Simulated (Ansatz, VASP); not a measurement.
# MoS2 in two plane-wave programs, part 3 of 3

Wanted: the spread between two codes on one cell, functional and k mesh. The cell is taken from a series of runs on this material, whose earlier steps may have relaxed, scaled, displaced or heated it; both programs get it as it stands.

VASP 6.6.1 and Ansatz 0.2.0.

So far: The starting structure; Ansatz: zone-centre phonons, PBEsol; VASP: zone-centre phonons, PBEsol.

**3. VASP: zone-centre phonons, PBEsol (continued)**

Level of this step: PBEsol, no spin polarisation; plane waves and PAW (Mo_sv, S) (VASP).

Numbers of over 12 decimals in the logs are rounded to 6 here.

OUTCAR, selected parts (step 3):

```text
ion  position               nearest neighbor table
   1  0.333  0.667  0.250-   4 2.39   6 2.39   4 2.39   6 2.39   4 2.39   6 2.39
   2  0.667  0.333  0.750-   3 2.39   5 2.39   3 2.39   5 2.39   3 2.39   5 2.39
   3  0.333  0.667  0.626-   2 2.39   2 2.39   2 2.39
   4  0.667  0.333  0.126-   1 2.39   1 2.39   1 2.39
   5  0.333  0.667  0.874-   2 2.39   2 2.39   2 2.39
   6  0.667  0.333  0.374-   1 2.39   1 2.39   1 2.39

  LATTYP: Found a hexagonal cell.
 ALAT       =     3.1413972290
 C/A-ratio  =     4.0049973082

 Subroutine GETGRP returns: Found 24 space group operations
 (whereof 12 operations were pure point group operations)

The static configuration has the point symmetry D_3d.
 The point group associated with its full space group is D_6h.

 Found     24 irreducible k-points:

   k-points           NKPTS =     24   k-points in BZ     NKDIM =     24   number of bands    NBANDS=     32

   dimension x,y,z NGX =    24 NGY =   24 NGZ =   96
   dimension x,y,z NGXF=    48 NGYF=   48 NGZF=  192

   ENCUT  =  500.0 eV  36.75 Ry    6.06 a.u.   5.73  5.73 22.94*2*pi/ulx,y,z

   NELECT =      52.0000    total number of electrons

 k-points in reciprocal lattice and weights: Automatic mesh
   0.00000000  0.00000000  0.00000000       0.006
   0.11111111 -0.00000000  0.00000000       0.037
   0.22222222  0.00000000  0.00000000       0.037
   0.33333333 -0.00000000  0.00000000       0.037
   0.44444444  0.00000000  0.00000000       0.037
   0.11111111  0.11111111  0.00000000       0.037
   0.22222222  0.11111111  0.00000000       0.074
   0.33333333  0.11111111  0.00000000       0.074
   0.44444444  0.11111111  0.00000000       0.037
[...]
0.33333333  0.22222222  0.50000000       0.074
   0.33333333  0.33333333  0.50000000       0.012

 average (electrostatic) potential at core
       1 -74.5716       2 -74.5716       3 -84.5865       4 -84.5865       5 -84.5865
       6 -84.5865

  Total       -0.0027409     -0.0027409     -0.0183893      0.0000000      0.0000000      0.0000000
  in kB       -0.0408414     -0.0408414     -0.2740146      0.0000000      0.0000000      0.0000000
  external PRESSURE =      -0.1185658 kB  Pullay stress =       0.0000000 kB

  energy-cutoff  :      500.00
  volume of cell :      107.52
      direct lattice vectors                 reciprocal lattice vectors
     3.141397229  0.000000000  0.000000000     0.318329688  0.183787731  0.000000000
    -1.570698614  2.720529804  0.000000000     0.000000000  0.367575462  0.000000000
     0.000000000  0.000000000 12.581287446     0.000000000  0.000000000  0.079483122

 POSITION                                       TOTAL-FORCE (eV/Angst)
[...]
1.57070      0.90684      9.43597        -0.000000      0.000000      0.000000
     -0.00000      1.81369      7.87689         0.000000     -0.000000     -0.000895
      1.57070      0.90684      1.58624         0.000000      0.000000     -0.000895
     -0.00000      1.81369     10.99504         0.000000     -0.000000      0.000895
      1.57070      0.90684      4.70440         0.000000      0.000000      0.000895
 -----------------------------------------------------------------------------------
    total drift:                               -0.000000      0.000000     -0.000000

 Eigenvectors and eigenvalues of the dynamical matrix
 ----------------------------------------------------

   1 f  =   14.118883 THz    88.711556 2PiTHz  470.955230 cm-1    58.390980 meV
             X         Y         Z           dx          dy          dz
     -0.000000  1.813687  3.145322     0.000000    0.000000   -0.444851
      1.570699  0.906843  9.435966    -0.000000    0.000000    0.444851
     -0.000000  1.813687  7.876888     0.000000   -0.000000   -0.388656
      1.570699  0.906843  1.586244    -0.000000   -0.000000    0.388656
     -0.000000  1.813687 10.995043     0.000000   -0.000000   -0.388656
      1.570699  0.906843  4.704400    -0.000000   -0.000000    0.388656

   2 f  =   14.037220 THz    88.198456 2PiTHz  468.231267 cm-1    58.053252 meV
             X         Y         Z           dx          dy          dz
     -0.000000  1.813687  3.145322    -0.000000   -0.000000    0.447614
      1.570699  0.906843  9.435966    -0.000000    0.000000    0.447614
     -0.000000  1.813687  7.876888     0.000000   -0.000000   -0.387067
      1.570699  0.906843  1.586244     0.000000    0.000000   -0.387067
     -0.000000  1.813687 10.995043     0.000000   -0.000000   -0.387067
      1.570699  0.906843  4.704400     0.000000    0.000000   -0.387067

   3 f  =   12.178303 THz    76.518532 2PiTHz  406.224451 cm-1    50.365390 meV
             X         Y         Z           dx          dy          dz
     -0.000000  1.813687  3.145322    -0.000000    0.000000   -0.000000
      1.570699  0.906843  9.435966    -0.000000   -0.000000   -0.000000
     -0.000000  1.813687  7.876888     0.000000    0.000000   -0.500000
      1.570699  0.906843  1.586244     0.000000   -0.000000   -0.500000
     -0.000000  1.813687 10.995043     0.000000    0.000000    0.500000
      1.570699  0.906843  4.704400     0.000000   -0.000000    0.500000

   4 f  =   12.143601 THz    76.300494 2PiTHz  405.066921 cm-1    50.221875 meV
             X         Y         Z           dx          dy          dz
     -0.000000  1.813687  3.145322    -0.000000   -0.000000   -0.000000
      1.570699  0.906843  9.435966     0.000000    0.000000    0.000000
     -0.000000  1.813687  7.876888    -0.000000   -0.000000    0.500000
      1.570699  0.906843  1.586244     0.000000    0.000000   -0.500000
     -0.000000  1.813687 10.995043    -0.000000   -0.000000   -0.500000
      1.570699  0.906843  4.704400     0.000000    0.000000    0.500000

   5 f  =   11.527547 THz    72.429713 2PiTHz  384.517575 cm-1    47.674082 meV
             X         Y         Z           dx          dy          dz
     -0.000000  1.813687  3.145322    -0.000023    0.447692   -0.000000
      1.570699  0.906843  9.435966    -0.000023    0.447692    0.000000
     -0.000000  1.813687  7.876888     0.000020   -0.387022    0.000000
      1.570699  0.906843  1.586244     0.000020   -0.387022    0.000000
     -0.000000  1.813687 10.995043     0.000020   -0.387022    0.000000
      1.570699  0.906843  4.704400     0.000020   -0.387022   -0.000000

   6 f  =   11.527547 THz    72.429713 2PiTHz  384.517575 cm-1    47.674082 meV
             X         Y         Z           dx          dy          dz
     -0.000000  1.813687  3.145322     0.447692    0.000023    0.000000
      1.570699  0.906843  9.435966     0.447692    0.000023   -0.000000
     -0.000000  1.813687  7.876888    -0.387022   -0.000020   -0.000000
      1.570699  0.906843  1.586244    -0.387022   -0.000020   -0.000000
     -0.000000  1.813687 10.995043    -0.387022   -0.000020    0.000000
      1.570699  0.906843  4.704400    -0.387022   -0.000020    0.000000

   7 f  =   11.523929 THz    72.406984 2PiTHz  384.396909 cm-1    47.659121 meV
             X         Y         Z           dx          dy          dz
     -0.000000  1.813687  3.145322    -0.000011    0.446981   -0.000000
      1.570699  0.906843  9.435966     0.000011   -0.446981   -0.000000
     -0.000000  1.813687  7.876888    -0.000010    0.387433    0.000000
      1.570699  0.906843  1.586244     0.000010   -0.387433   -0.000000
     -0.000000  1.813687 10.995043    -0.000010    0.387433   -0.000000
      1.570699  0.906843  4.704400     0.000010   -0.387433   -0.000000

   8 f  =   11.523929 THz    72.406984 2PiTHz  384.396909 cm-1    47.659121 meV
             X         Y         Z           dx          dy          dz
     -0.000000  1.813687  3.145322     0.446981    0.000011   -0.000000
      1.570699  0.906843  9.435966    -0.446981   -0.000011   -0.000000
     -0.000000  1.813687  7.876888     0.387433    0.000010    0.000000
      1.570699  0.906843  1.586244    -0.387433   -0.000010   -0.000000
     -0.000000  1.813687 10.995043     0.387433    0.000010   -0.000000
      1.570699  0.906843  4.704400    -0.387433   -0.000010    0.000000

   9 f  =    8.574735 THz    53.876650 2PiTHz  286.022376 cm-1    35.462239 meV
             X         Y         Z           dx          dy          dz
     -0.000000  1.813687  3.145322    -0.000000   -0.000000   -0.000000
      1.570699  0.906843  9.435966     0.000000    0.000000    0.000000
     -0.000000  1.813687  7.876888     0.000017    0.500000   -0.000000
      1.570699  0.906843  1.586244     0.000017    0.500000   -0.000000
     -0.000000  1.813687 10.995043    -0.000017   -0.500000    0.000000
      1.570699  0.906843  4.704400    -0.000017   -0.500000   -0.000000

  10 f  =    8.574735 THz    53.876650 2PiTHz  286.022376 cm-1    35.462239 meV
             X         Y         Z           dx          dy          dz
     -0.000000  1.813687  3.145322    -0.000000   -0.000000    0.000000
      1.570699  0.906843  9.435966     0.000000    0.000000    0.000000
     -0.000000  1.813687  7.876888     0.500000   -0.000017   -0.000000
      1.570699  0.906843  1.586244     0.500000   -0.000017   -0.000000
     -0.000000  1.813687 10.995043    -0.500000    0.000017    0.000000
      1.570699  0.906843  4.704400    -0.500000    0.000017    0.000000

  11 f  =    8.522625 THz    53.549232 2PiTHz  284.284167 cm-1    35.246729 meV
             X         Y         Z           dx          dy          dz
     -0.000000  1.813687  3.145322    -0.000000   -0.000000   -0.000000
      1.570699  0.906843  9.435966     0.000000   -0.000000   -0.000000
     -0.000000  1.813687  7.876888    -0.000004   -0.500000   -0.000000
      1.570699  0.906843  1.586244     0.000004    0.500000   -0.000000
     -0.000000  1.813687 10.995043     0.000004    0.500000   -0.000000
      1.570699  0.906843  4.704400    -0.000004   -0.500000   -0.000000

  12 f  =    8.522625 THz    53.549232 2PiTHz  284.284167 cm-1    35.246729 meV
             X         Y         Z           dx          dy          dz
     -0.000000  1.813687  3.145322    -0.000000   -0.000000    0.000000
      1.570699  0.906843  9.435966    -0.000000    0.000000    0.000000
     -0.000000  1.813687  7.876888    -0.500000    0.000004    0.000000
      1.570699  0.906843  1.586244     0.500000   -0.000004   -0.000000
     -0.000000  1.813687 10.995043     0.500000   -0.000004   -0.000000
      1.570699  0.906843  4.704400    -0.500000    0.000004    0.000000

  13 f  =    1.050042 THz     6.597609 2PiTHz   35.025633 cm-1     4.342623 meV
             X         Y         Z           dx          dy          dz
     -0.000000  1.813687  3.145322    -0.000000    0.000000    0.549643
      1.570699  0.906843  9.435966     0.000000    0.000000   -0.549643
     -0.000000  1.813687  7.876888     0.000000    0.000000   -0.314557
      1.570699  0.906843  1.586244    -0.000000    0.000000    0.314557
     -0.000000  1.813687 10.995043     0.000000    0.000000   -0.314557
      1.570699  0.906843  4.704400    -0.000000    0.000000    0.314557
    [... 43 further lines ...]
     -0.000000  1.813687 10.995043    -0.007610   -0.316475   -0.000000
      1.570699  0.906843  4.704400    -0.007610   -0.316475   -0.000000

 ELASTIC MODULI CONTR FROM IONIC RELAXATION (kBar)
 Direction    XX          YY          ZZ          XY          YZ          ZX
 --------------------------------------------------------------------------------
 XX        -410.1525   -258.6859   -948.0496     -0.0000     -0.0000      0.0000
 YY        -258.6859   -410.1525   -948.0496      0.0000      0.0000     -0.0000
 ZZ        -948.0496   -948.0496  -2687.6392     -0.0000     -0.0000      0.0000
 XY          -0.0000      0.0000     -0.0000    -75.7333      0.0000      0.0000
 YZ          -0.0000     -0.0000     -0.0000      0.0000  -1415.3417      0.0000
 ZX           0.0000     -0.0000      0.0000     -0.0000      0.0000  -1125.0481
 --------------------------------------------------------------------------------
```

**4. Side by side**

Known differences besides the potentials themselves: fixed occupations in Ansatz, narrow Gaussian smearing in VASP; the cutoff is 420 eV in Ansatz and 500 eV in VASP; Ansatz makes its cores anew for this functional, VASP keeps those of its PBE data sets. Total energies have different zeros and are not compared.

Both answers:

| quantity | Ansatz | VASP | difference |
| --- | --- | --- | --- |
| optical mode 1 to 2 (cm⁻¹) | 25.2 | 25.6 | -0.4 |
| optical mode 3 (cm⁻¹) | 34.5 | 35.0 | -0.6 |
| optical mode 4 to 5 (cm⁻¹) | 284.6 | 284.3 | +0.12 % |
| optical mode 6 to 7 (cm⁻¹) | 285.9 | 286.0 | -0.03 % |
| optical mode 8 to 11 (cm⁻¹) | 384.6 | 384.4 | +0.05 % |
| optical mode 12 (cm⁻¹) | 405.3 | 405.1 | +0.05 % |
| optical mode 13 (cm⁻¹) | 406.6 | 406.2 | +0.10 % |
| optical mode 14 (cm⁻¹) | 467.9 | 468.2 | -0.08 % |
| optical mode 15 (cm⁻¹) | 469.9 | 471.0 | -0.22 % |

Modes are paired by rising frequency, not by their patterns, so a pair may set unlike modes beside each other; they are those without the splitting of longitudinal modes.

**5. What came out**

| Quantity | Value |
| --- | --- |
| r.m.s. difference of the optical zone-centre modes, each program's sorted by frequency (zone-centre phonons, PBEsol) | 0.40 cm⁻¹ |

In words: The r.m.s. difference of the optical zone-centre modes, each program's sorted by frequency is 0.40 cm⁻¹ (zone-centre phonons, PBEsol). Such differences can come from data sets, numerical settings and the points named under the comparisons, not from the functional's error against experiment.

[Lines on the potential files, build, host, timing and source positions are cut from VASP's logs without a mark.]

[Logs are printed without paths, hosts, clocks, repeated set-up lines and the standing remarks that a program may print on its own settings, such as how far it seeks lower states.]

[Hosts, paths, dates, database ids (printed as entryN), source tags and the programs' standing remarks are cut or masked in the printed files.]
